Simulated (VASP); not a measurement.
Output of a VASP run:

OSZICAR:
```
       N       E                     dE             d eps       ncg     rms          rms(c)
DAV:   1    -0.966698194602E+00   -0.96670E+00   -0.32004E+03   464   0.746E+02
DAV:   2    -0.184429638149E+02   -0.17476E+02   -0.17050E+02   712   0.814E+01
DAV:   3    -0.186783987056E+02   -0.23543E+00   -0.23543E+00   560   0.114E+01
DAV:   4    -0.186795082181E+02   -0.11095E-02   -0.11095E-02   752   0.940E-01
DAV:   5    -0.186795098242E+02   -0.16061E-05   -0.16061E-05   576   0.254E-02    0.559E+00
DAV:   6    -0.174928838989E+02    0.11866E+01   -0.13745E-01   520   0.287E+00    0.387E+00
DAV:   7    -0.183619497576E+02   -0.86907E+00   -0.51632E-01   496   0.376E+00    0.758E-01
DAV:   8    -0.174737016025E+02    0.88825E+00   -0.10548E-01   488   0.244E+00    0.347E-01
DAV:   9    -0.174638208189E+02    0.98808E-02   -0.17242E-02   488   0.142E+00    0.161E-01
DAV:  10    -0.175063709863E+02   -0.42550E-01   -0.15053E-02   464   0.112E+00    0.127E-01
DAV:  11    -0.175063413486E+02    0.29638E-04   -0.38751E-04   696   0.178E-01    0.110E-01
DAV:  12    -0.175062277957E+02    0.11355E-03   -0.51677E-05   520   0.709E-02    0.815E-02
DAV:  13    -0.175064339080E+02   -0.20611E-03   -0.72488E-05   536   0.892E-02    0.881E-03
DAV:  14    -0.175063999836E+02    0.33924E-04   -0.32761E-05   544   0.548E-02    0.911E-03
DAV:  15    -0.175063996235E+02    0.36014E-06   -0.55297E-07   672   0.659E-03    0.840E-03
DAV:  16    -0.175063993298E+02    0.29369E-06   -0.17666E-08   384   0.164E-03    0.854E-03
DAV:  17    -0.175063999415E+02   -0.61169E-06   -0.11208E-06   528   0.113E-02    0.667E-03
DAV:  18    -0.175064002304E+02   -0.28888E-06   -0.15886E-07   480   0.568E-03    0.559E-03
DAV:  19    -0.175063993768E+02    0.85355E-06   -0.71695E-08   464   0.385E-03    0.237E-03
DAV:  20    -0.175063997771E+02   -0.40032E-06   -0.36242E-08   320   0.254E-03    0.594E-04
DAV:  21    -0.175063995886E+02    0.18856E-06   -0.28354E-09   280   0.553E-04    0.407E-04
DAV:  22    -0.175063996966E+02   -0.10801E-06   -0.59774E-09   264   0.877E-04    0.822E-05
DAV:  23    -0.175063995783E+02    0.11825E-06   -0.12618E-09   240   0.361E-04    0.618E-05
DAV:  24    -0.175063995844E+02   -0.60681E-08   -0.17756E-10   256   0.162E-04
   1 F= -.17506400E+02 E0= -.17506400E+02  d E =-.247452E-15
```

### OUTCAR
```
------------------------ aborting loop because EDIFF is reached ----------------------------------------
  FORCE on cell =-STRESS in cart. coord.  units (eV):
  Direction    XX          YY          ZZ          XY          YZ          ZX
  --------------------------------------------------------------------------------------
  Total       -1.3578654     -1.3578654     -1.3578654      0.0000000     -0.0000000     -0.0000000
  in kB      -50.9475156    -50.9475156    -50.9475156      0.0000000     -0.0000000     -0.0000000
  external PRESSURE =     -50.9475156 kB  Pullay stress =       0.0000000 kB
  volume of cell :       42.70
      direct lattice vectors                 reciprocal lattice vectors
     0.000000000  2.774202149  2.774202149    -0.180231999  0.180231999  0.180231999
     2.774202149  0.000000000  2.774202149     0.180231999 -0.180231999  0.180231999
     2.774202149  2.774202149  0.000000000     0.180231999  0.180231999 -0.180231999
 POSITION                                       TOTAL-FORCE (eV/Angst)
 -----------------------------------------------------------------------------------
      0.00000      0.00000      0.00000         0.000000     -0.000000      0.000000
      1.38710      1.38710      1.38710        -0.000000      0.000000     -0.000000
 -----------------------------------------------------------------------------------
    total drift:                                0.000000      0.000000      0.000000
  FREE ENERGIE OF THE ION-ELECTRON SYSTEM (eV)
  ---------------------------------------------------
  free  energy   TOTEN  =       -17.5063995844 eV

  energy  without entropy=      -17.5063995844  energy(sigma->0) =      -17.50639958
```
(Selected blocks of OUTCAR.)

**POSCAR**
```
Si
1
    0.0000000000     2.7742021490     2.7742021490
    2.7742021490     0.0000000000     2.7742021490
    2.7742021490     2.7742021490     0.0000000000
Si
2
Direct
  0.0000000000   0.0000000000   0.0000000000
  0.2500000000   0.2500000000   0.2500000000
```

Q: Reconstruct the remaining input files.

A: This is not unique; one that fits is the input of the run itself, r2SCAN meta-GGA, plane waves, VASP's PBE PAW potentials (set 64).

INCAR:
```
ALGO=Normal
EDIFF=1E-7
ENCUT=480
ISIF=2
ISMEAR=0
LASPH=.TRUE.
LCHARG=.FALSE.
LMIXTAU=.TRUE.
LREAL=.FALSE.
LWAVE=.FALSE.
METAGGA=R2SCAN
NELM=100
PREC=Accurate
SIGMA=0.05
SYSTEM=Si
```

**KPOINTS**
```
Automatic mesh
0
G
 8 8 8
```

POTCAR, in this order: Si (PBE.64 set). Program: vasp_std.

The compound is Si in the diamond structure. This cell was strained or had an atom moved on purpose.
